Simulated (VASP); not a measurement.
Runs of VASP 6.6.1 on HPbNO4. The typed cell holds 14 atoms: a = 4.120 Å, b = 6.427 Å, c = 8.387 Å, α = 67.04°, β = 89.96°, γ = 89.98°. The cell was built by a generator and needn't be a form met in nature.

```csv
task,level,spin,smearing,k mesh for the DOS,occupations for the DOS,gap on the mesh (eV),pressure (GPa),largest force (eV/Å)
electrostatic potential,PBE,off,fermi-dirac 0.05 eV,-,-,3.27,0.6,0.41
dielectric tensor,PBE,off,gaussian 0.02 eV,-,-,3.27,-,-
band structure,PBE,off,fermi-dirac 0.05 eV,-,-,3.27,0.6,0.41
electron localisation function,PBE,off,fermi-dirac 0.05 eV,-,-,3.27,0.6,0.41
atomic charges,PBE,off,fermi-dirac 0.05 eV,-,-,3.27,0.6,0.41
band structure,PBE,"SOC, no magnetisation",fermi-dirac 0.05 eV,-,-,-,0.6,0.41
atomic charges,PBE+TS,off,fermi-dirac 0.05 eV,-,-,3.27,(a),0.40
electric field gradients,PBE,off,fermi-dirac 0.05 eV,-,-,3.27,0.6,0.41
optical spectrum,PBE,off,fermi-dirac 0.05 eV,-,-,3.27,0.6,0.41
```

Alike in all rows: potentials or basis VASP PAW PBE potentials, release 64 (H, Pb_d, N, O); cell as given; k mesh 7 × 5 × 4; cutoff (eV) 520.

Task: Estimate the missing entries.

Result: (a) -0.2.

Caveats: the standard files for N, O and F lose accuracy on very short bonds; spin-orbit coupling is left out, which as a rule narrows the gap of such compounds by several tenths of an eV (some runs); an odd mesh through Γ misses points on the zone boundary, where band edges often lie (some runs); spectra need much finer meshes, so this one isn't converged (some runs); independent-particle spectra lack excitons (some runs).

A k mesh can miss the band edges, and rows without SOC leave out spin-orbit coupling on Pb.
